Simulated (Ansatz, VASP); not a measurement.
# HfSi in two plane-wave programs, part 2 of 2

Wanted: the spread between two codes on one cell, functional and k mesh. The cell is generated by rule, not measured, and may not be a known phase. The cell is taken from a series of runs on this material, whose earlier steps may have relaxed, scaled, displaced or heated it; both programs get it as it stands.

VASP 6.6.1 and Ansatz 0.2.0.

So far: The structure; Ansatz: relaxation of cell and atoms, LDA; VASP: relaxation of cell and atoms, LDA; Differences.

### Step 5. VASP: zone-centre phonons, LDA

Level of this step: LDA; plane waves and PAW (Hf_pv, Si); invented cell (VASP).

Second derivatives magnify differences that forces hide, and they need a tight electronic threshold.

INCAR reads:

```
SYSTEM = HfSi
PREC = Accurate
ENCUT = 500
EDIFF = 1E-08
NELM = 120
ISMEAR = 1
SIGMA = 0.15
LREAL = .FALSE.
ALGO = Normal
GGA = CA
NBANDS = 13
LASPH = .TRUE.
LORBIT = 11
LWAVE = .FALSE.
LCHARG = .FALSE.
ISIF = 2
IBRION = 8
GGA_COMPAT = .FALSE.
KPAR = 2
```

POSCAR reads:

```
HfSi
1.0
    0.0000000000      2.9644284195      2.9644284195
    2.9644284195      0.0000000000      2.9644284195
    2.9644284195      2.9644284195      0.0000000000
Hf Si
1 1
Direct
    0.0000000000      0.0000000000      0.0000000000
    0.2500000000      0.2500000000      0.2500000000
```

KPOINTS reads:

```
Automatic mesh
0
Gamma
12 12 12
0 0 0
```

PAW data sets: Hf_pv and Si (LDA family, release 64).

Command:

```bash
> mpirun -np 2 vasp_std
```

Numbers of over 12 decimals in the logs are rounded to 6 here.

Output:

```text
[... set-up lines as in an earlier step ...]
 entering main loop
       N       E                     dE             d eps       ncg     rms          rms(c)
DAV:   1     0.240042188420E+02    0.24004E+02   -0.68526E+03  1888   0.904E+02
DAV:   2    -0.155503766022E+02   -0.39555E+02   -0.37006E+02  2442   0.173E+02
DAV:   3    -0.170241675765E+02   -0.14738E+01   -0.14618E+01  2435   0.242E+01
DAV:   4    -0.170430503620E+02   -0.18883E-01   -0.18879E-01  2217   0.349E+00
[...]
DAV:  12    -0.154145000065E+02    0.50662E-05   -0.64321E-06  2362   0.136E-02    0.140E-02
DAV:  13    -0.154144996754E+02    0.33105E-06   -0.19667E-06  2342   0.729E-03    0.507E-03
DAV:  14    -0.154144996727E+02    0.26946E-08   -0.33107E-08  2247   0.126E-03
   1 F= -.15414500E+02 E0= -.15415630E+02  d E =0.339012E-02
 Linear response reoptimize wavefunctions to high precision
DAV:   1    -0.154144996665E+02    0.62753E-08   -0.99518E-09  2202   0.628E-04
DAV:   2    -0.154144996665E+02   -0.22737E-10   -0.29241E-10  1286   0.147E-04
 Linear response DOF=           2
 Linear response progress:
[...]
RMM:  12    -0.221726818921E+00   -0.16773E-07    0.35339E-08 17385   0.287E-05    0.319E-05
RMM:  13    -0.221726835339E+00   -0.16418E-07    0.15304E-08 17070   0.186E-05    0.166E-05
RMM:  14    -0.221726835907E+00   -0.56869E-09    0.22176E-08 14390   0.134E-05    0.346E-06
 first order change of Fermi-energy  -0.10334E-02
 force on displaced ion       1 direction 1 :  -8.379  -0.000  -0.000
 Linear response progress:
  Degree of freedom:   2/  2
       N       E                     dE             d eps       ncg     rms          rms(c)
RMM:   1    -0.193511122055E-01   -0.19351E-01    0.41606E-02 16885   0.108E+00
RMM:   2    -0.214556975183E-01   -0.21046E-02   -0.14877E-03 12749   0.209E-01    0.636E-01
RMM:   3    -0.213001996917E-01    0.15550E-03   -0.72359E-04 11152   0.136E-01    0.304E-01
RMM:   4    -0.216605041612E-01   -0.36030E-03   -0.33759E-04 12457   0.900E-02    0.516E-02
[...]
RMM:  10    -0.216158138208E-01    0.96676E-07   -0.23323E-09 14052   0.936E-05    0.757E-05
RMM:  11    -0.216157096454E-01    0.10418E-06   -0.80185E-09 14111   0.352E-05    0.251E-05
RMM:  12    -0.216157146396E-01   -0.49942E-08   -0.71843E-09 13010   0.119E-05    0.260E-05
 first order change of Fermi-energy   0.12557E-02
 force on displaced ion       2 direction 1 :  -8.385   0.000   0.000
 Linear response finished
```

From OUTCAR (step 5):

```text
  Total        0.0253547      0.0253547      0.0253547     -0.0000000      0.0000000     -0.0000000
  in kB        0.7796789      0.7796789      0.7796789     -0.0000000      0.0000000     -0.0000000
  external PRESSURE =       0.7796789 kB  Pullay stress =       0.0000000 kB

 POSITION                                       TOTAL-FORCE (eV/Angst)
 -----------------------------------------------------------------------------------
      0.00000      0.00000      0.00000         0.000000      0.000000      0.000000
      1.48221      1.48221      1.48221        -0.000000     -0.000000     -0.000000
 -----------------------------------------------------------------------------------
    total drift:                                0.000000      0.000000      0.000000

[... 2 further parts left out ...]
```

### Step 6. Ansatz: zone-centre phonons, LDA

The same cell, functional (in two slightly different forms), mesh and smearing now go to Ansatz, which takes its cutoff from its data sets.

The cell is taken from a series of runs on this material, whose earlier steps may have relaxed, scaled, displaced or heated it; both programs get it as it stands.

input.yaml reads:

```yaml
crystal:
  lattice:
    - [0.0, 2.9644284195, 2.9644284195]
    - [2.9644284195, 0.0, 2.9644284195]
    - [2.9644284195, 2.9644284195, 0.0]
  atoms:
    - { symbol: Hf, position: [0.0, 0.0, 0.0] }
    - { symbol: Si, position: [0.25, 0.25, 0.25] }
kpoints:
  mp_grid: { grid: [12, 12, 12] }
hamiltonian:
  xc: lda
scf:
  occupations: { method: methfessel_paxton, width: 0.15 }
output:
  eigenvalues: true
phonons:
  method: dfpt
  qmesh: [2, 2, 2]
  temperatures: { t_max: 1000, t_step: 50 }
  qpath:
    path:
      - [[0.0, 0.0, 0.0], [-0.5, -0.5, 0.0], [-0.375, -0.375, 0.25]]
      - [[-0.375, 0.0, 0.375], [0.0, 0.0, 0.0], [0.0, 0.0, 0.5], [-0.5, -0.25, 0.25], [-0.5, -0.5, 0.0]]
    npoints: 10
  response_accuracy: high
```

Command:

```bash
> ansatz run input.yaml --threads 8 --pin off --max-ram 14336MiB --backend cpu --events-out ev --progress --plain --runs-dir out
```

Output:

```text
[...]
largest difference from the sums on the solved wave vectors: F 9.83e-2 eV, S 1.25e-4 and C_V 2.70e-5 eV/K
  zero-point energy: 0.063418 eV/cell   skipped modes (ω ≤ 0): 359, of them read as no rigid motion or as one in doubt: 356 (1.812e0 modes/cell left out, lowest -44.11 cm⁻¹)   left out of the sums: 3.02e-1 of the cell's modes: C_V's classical limit lies that fraction below 3 k_B per atom; for a crystal, a wire or a layer, F and S can be off by more, and a phonons.interpolated_qmesh denser along its periods is the remedy for the sampling
[key lines of the parts left out:]
SCF converged after 12 iterations
Free energy (F): -16084.262715 eV
Fermi energy:    9.437654 eV
```

### Step 7. Side by side

What differs besides the data sets and the points named for the pairs above, as far as they apply: VASP's run holds the zone centre alone; the data sets hold 30 valence electrons in Ansatz (on its default PAW (the set named soft_2) files) and 14 in VASP. Total energies have different zeros and are not compared.

The two programs side by side:

| quantity | Ansatz | VASP | difference |
| --- | --- | --- | --- |
| optical mode 1 to 3 (cm⁻¹) | 305.0 | 306.5 | -0.50 % |

Modes are paired by rising frequency, not by their patterns, so a pair may set unlike modes beside each other; they are those without the splitting of longitudinal modes.

### Step 8. What came out

```json
{"difference in volume (relaxation of cell and atoms, LDA)": "-0.14 %", "r.m.s. difference of the optical zone-centre modes, each program's sorted by frequency (zone-centre phonons, LDA)": "1.5 cm⁻¹"}
```

In words: The difference in volume is -0.14 % (relaxation of cell and atoms, LDA), within the 1.2 % picked in this series as the mark of a large difference, as far as the stopping tolerances let one tell. The data sets hold unlike numbers of valence electrons (30 in Ansatz and 14 in VASP), so part of the differences comes from the potentials. 1 further run of this series is not shown here. Such differences can come from data sets, numerical settings and the points named under the comparisons, not from the functional's error against experiment.

[Lines on the potential files, build, host, timing and source positions are cut from VASP's logs without a mark.]

[Logs are printed without paths, hosts, clocks, repeated set-up lines and the standing remarks that a program may print on its own settings, such as how far it seeks lower states.]

[Hosts, paths, dates, database ids (printed as entryN), source tags and the programs' standing remarks are cut or masked in the printed files.]
